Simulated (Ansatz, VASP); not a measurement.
GeB2C3 in VASP and in Ansatz

```
Ge B C
1.0
     4.93289    0.00000    0.00000
    -2.46644    4.27201    0.00000
     0.00000    0.00000    4.15714
Ge B C
1 2 3
Direct
  0.00000 0.00000 0.00000
  0.33333 0.66667 0.50000
  0.66667 0.33333 0.50000
  0.00000 0.00000 0.50000
  0.33333 0.66667 0.00000
  0.66667 0.33333 0.00000
```

Alike in both runs: task relaxation of cell and atoms; functional PBE; k mesh 6 × 6 × 4; occupations gaussian, width 0.1 eV; no spin polarisation.

```csv
,VASP,Ansatz
version,VASP 6.6.1,Ansatz 0.2.0
potentials or method,"VASP PAW PBE potentials, release 64 (Ge_d, B, C)","scalar-relativistic, plane waves, PAW"
plane-wave cutoff (eV),600,420
valence electrons in the cell,32,32
```

```csv
,VASP,Ansatz,Ansatz less VASP
"gap on the k mesh at the Fermi level, each at its own relaxed structure (eV)",none,none,-
relaxed volume (Å³/atom),19.24,7.78,-11.451
relaxed cell length with the largest relative difference (Å),6.582,3.772,-2.8095
energy change over the relaxation (meV/atom),-1243,-1180,+62.7
```

A gap of «none» marks a metal or a gap that the smearing closes. One of these differences is far larger than is usual between the two programs; its cause wasn't traced.

Caveats: the k mesh is coarse (spacing up to 0.38 Å⁻¹), so the values aren't converged; the volume moved by over 15 % at a fixed basis, so the end points are rough (VASP).
